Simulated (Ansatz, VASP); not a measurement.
# GaSbP2 (CuAu-ordered zincblende type (invented)) in two plane-wave programs

Aim: how closely do two programs agree when they are given the same cell, functional and k mesh? The cell is generated by rule, not measured, and may not be a known phase. Of the first pair: The two relaxations start from unlike cells of this crystal (the structure described is Ansatz's start), so only their ends are compared.

Main program and level: Ansatz 0.2.0; plane waves, with VASP 6.6.1 beside it; relaxation of cell and atoms at LDA.

## (1) Set-up

The structure is tetragonal, space group P-4m2 (No. 115). Conventional cell: a = 3.927 Å, b = 3.927 Å, c = 5.554 Å, α = 90.00°, β = 90.00°, γ = 90.00°. Nearest to Ga lie 4 P at 2.41 Å. Sb has 4 P at 2.41 Å nearest. Nearest to P lie 2 Ga at 2.41 Å and 2 Sb at 2.41 Å. Farther neighbours are not listed.

As a file:

```xyz
4
Lattice="3.9274 0.0000 0.0000 0.0000 3.9274 0.0000 0.0000 0.0000 5.5541" Properties=species:S:1:pos:R:3 pbc="T T T"
Ga    0.0000    0.0000    0.0000
Sb    1.9637    1.9637    2.7771
P     0.0000    1.9637    1.3885
P     1.9637    0.0000    4.1656
```

## (2) VASP: relaxation of cell and atoms, LDA, pair 1

The relaxed volume is the usual yardstick between codes: in a stiff, nearly cubic crystal its relative difference is about their pressure difference at one cell divided by the bulk modulus.

Lines of VASP's logs that name or quote its potential files are left out, and so is its time.

Input file INCAR:

```
SYSTEM = GaSbP2
PREC = Accurate
ENCUT = 500
EDIFF = 1E-07
NELM = 120
ISMEAR = 0
SIGMA = 0.1
LREAL = .FALSE.
ALGO = Normal
GGA = CA
NBANDS = 20
LORBIT = 11
LWAVE = .FALSE.
LCHARG = .FALSE.
ISIF = 3
IBRION = 2
NSW = 80
EDIFFG = -0.005
LASPH = .TRUE.
GGA_COMPAT = .FALSE.
NELMIN = 4
KPAR = 2
```

Input file POSCAR:

```
GaSbP2
1.0
    3.8319194631      0.0000000000      0.0000000000
    0.0000000000      3.8319194631      0.0000000000
    0.0000000000      0.0000000000      6.4015283168
Ga Sb P
1 1 2
Direct
    0.0000000000      0.0000000000      0.0000000000
    0.5000000000      0.5000000000      0.5000000000
    0.0000000000      0.5000000000      0.2099708270
    0.5000000000      0.0000000000      0.7900289930
```

Input file KPOINTS:

```
Automatic mesh
0
Gamma
6 6 4
0 0 0
```

Potentials, in the order of the species: Ga_d, Sb and P (LDA family, release 64).

The run is started by

```console
mpirun -np 2 vasp_std
```

Numbers of over 12 decimals in the logs are rounded to 6 here.

Output:

```text
[banner, memory and clock lines left out]
running    2 mpi-ranks, on    1 nodes
 distrk:  each k-point on    1 cores,    2 groups
 distr:  one band on    1 cores,    1 groups

 POSCAR found type information on POSCAR GaSbP
 POSCAR found :  3 types and       4 ions
 LDA part: xc-table for (Slater(with rela. corr.)+CA(PZ))
 , standard interpolation
 POSCAR, INCAR and KPOINTS ok, starting setup
 FFT: planning ... GRIDC
 FFT: planning ... GRID_SOFT
 FFT: planning ... GRID
 WAVECAR not read
 entering main loop
       N       E                     dE             d eps       ncg     rms          rms(c)
DAV:   1     0.167879188487E+03    0.16788E+03   -0.12177E+04  1232   0.151E+03
DAV:   2    -0.262125518302E+01   -0.17050E+03   -0.16457E+03  1348   0.341E+02
DAV:   3    -0.198782481900E+02   -0.17257E+02   -0.16700E+02  1464   0.941E+01
DAV:   4    -0.205158722476E+02   -0.63762E+00   -0.62880E+00  1500   0.178E+01
DAV:   5    -0.205323774001E+02   -0.16505E-01   -0.16471E-01  1540   0.272E+00    0.657E+00
DAV:   6    -0.198437274860E+02    0.68865E+00   -0.23272E+00  1656   0.895E+00    0.435E+00
DAV:   7    -0.198205932986E+02    0.23134E-01   -0.26889E-01  1428   0.279E+00    0.197E+00
DAV:   8    -0.198056957932E+02    0.14898E-01   -0.23137E-02  1652   0.947E-01    0.537E-01
DAV:   9    -0.198043072049E+02    0.13886E-02   -0.46459E-03  1540   0.393E-01    0.105E-01
DAV:  10    -0.198043403083E+02   -0.33103E-04   -0.29599E-04  1388   0.118E-01    0.711E-02
DAV:  11    -0.198043474813E+02   -0.71730E-05   -0.64219E-05  1712   0.450E-02    0.889E-03
DAV:  12    -0.198043467045E+02    0.77673E-06   -0.10596E-05  1400   0.224E-02    0.107E-02
DAV:  13    -0.198043466884E+02    0.16191E-07   -0.74993E-07  1576   0.512E-03
   1 F= -.19804347E+02 E0= -.19796504E+02  d E =-.198043E+02
 curvature:   0.00 expect dE= 0.000E+00 dE for cont linesearch  0.000E+00
 trial: gam= 0.00000 g(F)=  0.110E-05 g(S)=  0.373E-04 ort = 0.000E+00 (trialstep = 0.100E+01)
 search vector abs. value=  0.384E-04
 bond charge predicted
       N       E                     dE             d eps       ncg     rms          rms(c)
DAV:   1    -0.198045144408E+02   -0.16774E-03   -0.26225E-03  1660   0.738E-01    0.762E-02
DAV:   2    -0.198043955963E+02    0.11884E-03   -0.35357E-04  1660   0.326E-01    0.351E-02
DAV:   3    -0.198043632432E+02    0.32353E-04   -0.46938E-05  1672   0.926E-02    0.101E-02
DAV:   4    -0.198043594866E+02    0.37566E-05   -0.79904E-06  1512   0.267E-02    0.349E-03
DAV:   5    -0.198043590893E+02    0.39732E-06   -0.45670E-07  1464   0.653E-03    0.141E-03
DAV:   6    -0.198043590612E+02    0.28087E-07   -0.97785E-08   752   0.342E-03
   2 F= -.19804359E+02 E0= -.19796507E+02  d E =-.123728E-04
 trial-energy change:   -0.000012  1 .order   -0.000014   -0.000038    0.000010
 step:   0.7518(harm=  0.7972)  dis= 0.00012  next Energy=   -19.804360 (dE=-0.136E-04)
 reached required accuracy - stopping structural energy minimisation
```

OUTCAR, selected parts (step 2):

```text
ion  position               nearest neighbor table
   1  0.000  0.000  0.000-   3 2.34   3 2.34   4 2.34   4 2.34
   2  0.500  0.500  0.500-   4 2.67   4 2.67   3 2.67   3 2.67
   3  0.000  0.500  0.210-   1 2.34   1 2.34   2 2.67   2 2.67
   4  0.500  0.000  0.790-   1 2.34   1 2.34   2 2.67   2 2.67

  LATTYP: Found a simple tetragonal cell.
 ALAT       =     3.8319194631
 C/A-ratio  =     1.6705800783

 Subroutine GETGRP returns: Found  8 space group operations
 (whereof  8 operations were pure point group operations)

The static configuration has the point symmetry D_2d.

 Found     30 irreducible k-points:

   k-points           NKPTS =     30   k-points in BZ     NKDIM =     30   number of bands    NBANDS=     20

   dimension x,y,z NGX =    28 NGY =   28 NGZ =   48
   dimension x,y,z NGXF=    56 NGYF=   56 NGZF=   96

   ENCUT  =  500.0 eV  36.75 Ry    6.06 a.u.   6.99  6.99 11.67*2*pi/ulx,y,z

   NELECT =      28.0000    total number of electrons

 k-points in reciprocal lattice and weights: Automatic mesh
   0.00000000  0.00000000  0.00000000       0.007
   0.16666667  0.00000000  0.00000000       0.028
   0.33333333  0.00000000  0.00000000       0.028
   0.50000000  0.00000000  0.00000000       0.014
   0.16666667  0.16666667  0.00000000       0.028
   0.33333333  0.16666667  0.00000000       0.056
   0.50000000  0.16666667  0.00000000       0.028
   0.33333333  0.33333333  0.00000000       0.028
   0.50000000  0.33333333  0.00000000       0.028
[...]
0.50000000  0.33333333  0.50000000       0.028
   0.50000000  0.50000000  0.50000000       0.007

 average (electrostatic) potential at core
       1 -66.0751       2 -88.5330       3 -84.3773       4 -84.3773

 E-fermi :   5.6867

 k-point     1 :       0.0000    0.0000    0.0000
  band No.  band energies     occupation
    ...
     10       2.4386      2.00000
     11       3.1308      2.00000
     12       3.6482      2.00000
     13       4.6158      2.00000
     14       4.6158      2.00000
     15       6.5561      0.00000
     16       6.9119      0.00000
     17       6.9485      0.00000
     18       6.9485      0.00000
     19       7.8531      0.00000
    ...

 k-point     2 :       0.1667    0.0000    0.0000
  band No.  band energies     occupation
    ...
     10       2.1286      2.00000
     11       2.6216      2.00000
     12       2.8376      2.00000
     13       4.5598      2.00000
     14       5.2421      2.00000
     15       6.3436      0.00000
     16       7.1143      0.00000
     17       7.1643      0.00000
     18       8.3253      0.00000
     19       8.8049      0.00000
    ...

 k-point     3 :       0.3333    0.0000    0.0000
  band No.  band energies     occupation
    ...
      9       0.1065      2.00000
     10       0.3491      2.00000
     11       1.6961      2.00000
     12       3.1201      2.00000
     13       4.3054      2.00000
     14       5.8833      0.00544
     15       6.5831      0.00000
     16       7.5830      0.00000
     17       7.7355      0.00000
     18       8.6077      0.00000
    ...

  Total       -0.0163377     -0.0163377     -0.0079481      0.0000000      0.0000000      0.0000000
  in kB       -0.2782165     -0.2782165     -0.1353486      0.0000000      0.0000000      0.0000000
  external PRESSURE =      -0.2305939 kB  Pullay stress =       0.0000000 kB

  energy-cutoff  :      500.00
  volume of cell :       94.08
      direct lattice vectors                 reciprocal lattice vectors
     3.832474383  0.000000000 -0.000000000     0.260928032  0.000000000  0.000000000
     0.000000000  3.832474383  0.000000000     0.000000000  0.260928032  0.000000000
    -0.000000000  0.000000000  6.405618638     0.000000000  0.000000000  0.156112947

 POSITION                                       TOTAL-FORCE (eV/Angst)
 -----------------------------------------------------------------------------------
      0.00000      0.00000     -0.00000        -0.000000      0.000000      0.000000
      1.91624      1.91624      3.20281        -0.000000      0.000000      0.000000
      3.83247      1.91624      1.34483         0.000000     -0.000000     -0.000107
      1.91624      3.83247      5.06079        -0.000000      0.000000      0.000107
 -----------------------------------------------------------------------------------
    total drift:                               -0.000000      0.000000      0.000275

  FREE ENERGIE OF THE ION-ELECTRON SYSTEM (eV)
  ---------------------------------------------------
  free  energy   TOTEN  =       -19.8043590612 eV

  energy  without entropy=      -19.7886545086  energy(sigma->0) =      -19.79650678

 reached required accuracy - stopping structural energy minimisation

 total charge
# of ion       s       p       d       tot
------------------------------------------
    1        0.897   0.849  10.019  11.765
    2        1.260   1.087   0.055   2.403
    3        1.078   1.407   0.000   2.485
    4        1.078   1.407   0.000   2.485
--------------------------------------------------
tot          4.314   4.751  10.074  19.138

[... 3 further parts left out ...]
```

## (3) Ansatz: relaxation of cell and atoms, LDA, pair 1

Ansatz runs on its default PAW (the set named soft_2) files.

Its own start cell and the same functional (in two slightly different forms), mesh and smearing now go to Ansatz, which takes its cutoff from its data sets.

Input file input.yaml:

```yaml
crystal:
  lattice:
    - [3.92735, 0.0, 0.0]
    - [0.0, 3.92735, 0.0]
    - [0.0, 0.0, 5.55411]
  atoms:
    - { symbol: Ga, position: [0.0, 0.0, 0.0] }
    - { symbol: Sb, position: [0.5, 0.5, 0.5] }
    - { symbol: P, position: [0.0, 0.5, 0.25] }
    - { symbol: P, position: [0.5, 0.0, 0.75] }
kpoints:
  mp_grid: { grid: [6, 6, 4] }
hamiltonian:
  xc: lda
scf:
  occupations: { method: gaussian, width: 0.1 }
output:
  forces: true
  stress: true
  eigenvalues: true
relax:
  adjacent_minimum: "off"
  f_tol: 0.05
  max_steps: 80
  cell: { stress_tol: 0.5 }
```

The run is started by

```console
ansatz run input.yaml --threads 2 --pin off --max-ram 5120MiB --backend cpu --events-out ev --progress --plain --runs-dir out
```

Output:

```text
The last accepted step is kept in <dir> (removed where the run ends without a failure and the disk answers)
Engine: ansatz 0.2.0, aarch64-unknown-linux-gnu
Pseudopotentials: kind: paw
Pseudopotential: Ga, paw, valence charge 13, recommended cutoff 420 eV (normal), Ga.paw.azcp
Pseudopotential: Sb, paw, valence charge 15, recommended cutoff 420 eV (normal), Sb.paw.azcp
Pseudopotential: P, paw, valence charge 5, recommended cutoff 420 eV (normal), P.paw.azcp
Functional definition: SPW92
  exchange = slater_x
  correlation = pw_c
Crystal: 4 atoms, lattice volume = 85.667 Å³
Basis set: ecut = 420 eV, 1715 PW (Γ)
Bands: 23, of which v1, the nominal top of the filled ones, is band 19 counted from 1 (18 counted from 0)
Symmetry: 8 space group operations
Space group: P-4m2 (ITA 115), of the structure as read, at distance tolerance 4.4e-5 Å
k-points: 30 of 144 (time reversal used)
Non-local potential: Ga, projectors of the file, l = 0: 2, l = 1: 2, l = 2: 3, l = 3: 1
Non-local potential: Sb, projectors of the file, l = 0: 2, l = 1: 2, l = 2: 2, l = 3: 2
Non-local potential: P, projectors of the file, l = 0: 2, l = 1: 2, l = 2: 2
PAW form: soft (Blöchl's): semilocal exchange-correlation on the pseudo side does not see the compensation charge
PAW frozen core: Ga, regenerated for the run's functional, and the local potential with it (the file was generated under x = pbe(κ = 0.804, μ = 0.219515), c = pbe(β = 0.066725))
PAW frozen core: Sb, regenerated for the run's functional, and the local potential with it (the file was generated under x = pbe(κ = 0.804, μ = 0.219515), c = pbe(β = 0.066725))
PAW frozen core: P, regenerated for the run's functional, and the local potential with it (the file was generated under x = pbe(κ = 0.804, μ = 0.219515), c = pbe(β = 0.066725))
PAW one-centre angular grid: Ga, 590 points (default); XC on 64 Gauss nodes
PAW one-centre angular grid: Sb, 590 points (default); XC on 64 Gauss nodes
PAW one-centre angular grid: P, 110 points (default); XC on 64 Gauss nodes
Initial density: superposition of atomic densities (neutral atoms: chi_scale 0, normalization atom), corrected by the library's trained network
Initial wavefunctions: pseudopotential atomic-orbital guess
Functional: x = slater, c = lda
SCF iter   1: F=—  HF=-11493.103615 eV  |F-HF|=—  |Δ(HF+E_count)|=         —  Δρ=7.32e-3  dr2=5.04e-2  ethr=1.77e-3  ⟨swp⟩=7.4  Hψ=3588  notcnv=0
preconditioner: auto → Kerker (q_TF=auto, 2.383 Å⁻¹)  [metal: Δε(μ)=0.023 eV  Ē_g=11.767 eV  σ=0.100 eV  W_gap=0.13  n_scr=20 (ndim 8)  ℏωp=21.2 eV  f_vac=0.000  D(μ)=3.71/eV (n_scr^D=36)]
SCF iter   2: F=—  HF=-11493.092690 eV  |F-HF|=—  |Δ(HF+E_count)|=   1.09e-2  Δρ=3.89e-3  dr2=1.64e-2  ethr=1.33e-4  ⟨swp⟩=1.9  Hψ=1056  notcnv=0
SCF iter   3: F=—  HF=-11493.088161 eV  |F-HF|=—  |Δ(HF+E_count)|=   4.53e-3  Δρ=6.73e-4  dr2=8.35e-4  ethr=4.32e-5  ⟨swp⟩=2.0  Hψ=871  notcnv=0
SCF iter   4: F=—  HF=-11493.088025 eV  |F-HF|=—  |Δ(HF+E_count)|=   1.35e-4  Δρ=4.34e-4  dr2=2.79e-4  ethr=2.20e-6  ⟨swp⟩=2.0  Hψ=1104  notcnv=0
SCF iter   5: F=—  HF=-11493.087914 eV  |F-HF|=—  |Δ(HF+E_count)|=   1.12e-4  Δρ=1.91e-4  dr2=5.81e-5  ethr=7.34e-7  ⟨swp⟩=2.0  Hψ=1113  notcnv=0
SCF iter   6: F=—  HF=-11493.087901 eV  |F-HF|=—  |Δ(HF+E_count)|=   1.30e-5  Δρ=4.70e-5  dr2=3.06e-6  ethr=1.53e-7  ⟨swp⟩=2.0  Hψ=1103  notcnv=0
SCF iter   7: F=—  HF=-11493.087901 eV  |F-HF|=—  |Δ(HF+E_count)|=   2.19e-7  Δρ=1.56e-5  dr2=3.53e-7  ethr=8.06e-9  ⟨swp⟩=3.0  Hψ=1366  notcnv=0
SCF iter   8: F=-11493.087901 eV  HF=-11493.087901 eV  |F-HF|=1.16e-8  |Δ(HF+E_count)|=   4.58e-9  Δρ=4.52e-6  dr2=3.33e-8  ethr=2.63e-10  ⟨swp⟩=8.1  Hψ=3475  notcnv=0
SCF 1 converged in 8 iterations: F = -11493.087901 eV  dr2 = 3.33e-8
  greatest PAW one-centre occupation: 0.998 electrons in one spin orbital (limit 2), on the Sb atom at site 1 (counted from 0), in its partial waves of l = 2
relax step   1: F+E_penalty+E_count = -11493.08790058 eV  Δ(F+E_penalty+E_count) = +0.000e0 eV  max|allowed force component| = 2.333e0 eV/Å  Δτ_max = 0.0000 Å  P = +10.564 GPa  Ω = 85.667 Å³  (8 SCF iters, dr2 threshold 1.00e-7 eV, accepted)
[...]
relax step   5: F+E_penalty+E_count = -11494.03256998 eV  Δ(F+E_penalty+E_count) = -4.921e-2 eV  max|allowed force component| = 2.607e-1 eV/Å  Δτ_max = 0.0031 Å  P = -0.839 GPa  Ω = 95.940 Å³  energy of the carried Pulay correction = -3.147e-3 eV  (7 SCF iters, dr2 threshold 4.00e-7 eV, accepted)
[...]
relax step   6: F+E_penalty+E_count = -11494.03319329 eV  Δ(F+E_penalty+E_count) = -6.233e-4 eV  max|allowed force component| = 9.531e-2 eV/Å  Δτ_max = 0.0329 Å  P = -0.492 GPa  Ω = 93.294 Å³  energy of the carried Pulay correction = -2.371e-3 eV  (6 SCF iters, dr2 threshold 4.00e-7 eV, rejected (line search))
[...]
relax step   7: F+E_penalty+E_count = -11494.05432551 eV  Δ(F+E_penalty+E_count) = -2.176e-2 eV  max|allowed force component| = 4.312e-2 eV/Å  Δτ_max = 0.0344 Å  P = -0.069 GPa  Ω = 93.817 Å³  energy of the carried Pulay correction = -2.526e-3 eV  (8 SCF iters, accepted)
[...]
relax step   8: F+E_penalty+E_count = -11494.06763481 eV  Δ(F+E_penalty+E_count) = -1.331e-2 eV  max|allowed force component| = 4.242e-2 eV/Å  Δτ_max = 0.0000 Å  P = +0.139 GPa  Ω = 93.817 Å³  stress off target by 4.16e-1 GPa  SCF on the basis re-selected at this cell (its energy is not comparable with the rows above)  (5 SCF iters)
basis re-selected at this cell: Δ(F+E_penalty+E_count) = -1.331e-2 eV, ΔP = +0.208 GPa vs the last step (what re-selecting the basis moved, of the pressure what is left beyond the Pulay correction that the steps carried, after the strain that the cell walked since its last selection, with what the two solves' SCF thresholds leave and, on support functions, any second-order correction that the steps lacked; it is no measure of the basis error at this ecutwfc). The dense FFT grid was sized anew with the basis: this SCF ran on 27×27×45 points, the steps before it on 27×27×40, so part of this shift can come from that change (see relax.cell in the input reference). [rest of the remark cut]
SCF converged after 5 iterations
Free energy (F): -11494.067635 eV
Harris-Foulkes:  -11494.067635 eV  (|F-HF|=1.09e-11)
Internal energy: -11494.052097 eV  (E = F + TS)
E sigma→0 (E₀):  -11494.059866 eV
Entropy (-TS):   -0.015537 eV (-3.884 meV/atom)
Fermi energy:    7.783037 eV
--- Per-component energies (eV) ---
  E_band       = -259.387784
  E_kinetic    = 464.574059
  E_local      = -4084.659494  (includes V_loc(G=0)·N_el)
  E_nonlocal   = 863.347437
  E_hartree    = 1849.013706
  E_xc         = -328.547977
  E_vxc        = -276.979856  (∫ρ·V_xc dr)
  E_paw        = -7418.389000  (= ΣΔE_a)
  E_vpaw       = -923.696915  (= ΣTr[D̂ρ^β])
  E_aug_tail   = -0.000122  (compensation charges beyond the density's cutoff)
  E_ewald      = -2841.912712
  E_core_change = 2.522006  (= ΣΔE_core)
  E_smearing   = -0.015537  (= −TS)
  E_closure    = 0.000000  (closes the sum)
  Σ components = -11494.067635   (vs F -11494.067635, Δ=0.00e0)
--- Forces (eV/Å), atoms counted from 1 ---
  atom   1  Ga    -0.00000000    -0.00000000     0.00000000
  atom   2  Sb    -0.00000000    -0.00000000     0.00000000
  atom   3  P      0.00000000     0.00000000    -0.04241550
  atom   4  P      0.00000000     0.00000000     0.04241550
  max |Σ_I F_I| component: 1.67e-16 eV/Å
--- Stress (GPa, compression-positive) ---
        0.001143      -0.000000      -0.000000
       -0.000000       0.001143      -0.000000
       -0.000000      -0.000000       0.415955
  P = ⅓ Tr σ = 0.1394 GPa (1.394 kbar)
--- Band table (eV; the first three rows and the last of 30) ---
  k-point 0: bands = [... 15 lower, 5.2318, 5.7319, 6.6659, 6.6659, 8.5927, 8.9376, 9.0222, 9.0222]
  k-point 1: bands = [... 15 lower, 4.6649, 6.0882, 6.0882, 7.3245, 8.8108, 9.1410, 9.5415, 9.7954]
  k-point 2: bands = [... 15 lower, 5.1385, 5.3479, 5.3479, 8.3912, 8.4992, 9.5384, 9.5467, 10.6701]
  k-point 29: bands = [... 15 lower, 3.0076, 3.0076, 3.6155, 8.0767, 8.8846, 8.8846, 10.0130, 10.6678]
--- Relaxed structure (7 steps of the walk, 6 accepted, 1 SCFs on fresh bases) ---
  F+E_penalty+E_count = -11494.06763481 eV   max|allowed force component| = 4.242e-2 eV/Å   (the final SCF, on the basis selected at the relaxed cell)
  cell:  # Å, volume = 93.8172 Å³
    - [3.837778, 0, -2.346636965955901e-17]
    - [0, 3.837778, 0]
    - [-3.3186448467758974e-17, 0, 6.369757]
  atoms:
    - { symbol: Ga, position: [0, 0, 0] }
    - { symbol: Sb, position: [0.5, 0.5, 0.5] }
    - { symbol: P, position: [1.550776051279068e-18, 0.5, 0.210492] }
    - { symbol: P, position: [0.5, 0, 0.789508] }
```

The column dr2 measures how far the density is from self-consistency, as an energy; F and HF (Harris–Foulkes) agree once it is small.

## (4) Comparison

Known differences besides the potentials themselves: the two LDA forms differ slightly; the data sets hold 38 valence electrons in Ansatz (on its default PAW (the set named soft_2) files) and 28 in VASP; the cutoff is 420 eV in Ansatz and 500 eV in VASP; VASP's log shows a relativistic correction to its local exchange, Ansatz's none; Ansatz adds a Pulay correction to the stress that steers its cell, VASP none. Total energies have different zeros and are not compared.

The two programs side by side:

```
                                         quantity  Ansatz   VASP  difference
                                      volume (Å³)   93.82  94.08     -0.28 %
edge a after relaxation, in the typed setting (Å)   3.838  3.833     +0.14 %
edge c after relaxation, in the typed setting (Å)   6.370  6.406     -0.56 %
```

[end of part 1 of 2]

[Lines on the potential files, build, host, timing and source positions are cut from VASP's logs without a mark.]

[Logs are printed without paths, hosts, clocks, repeated set-up lines and the standing remarks that a program may print on its own settings, such as how far it seeks lower states.]

[Hosts, paths, dates, database ids (printed as entryN), source tags and the programs' standing remarks are cut or masked in the printed files.]
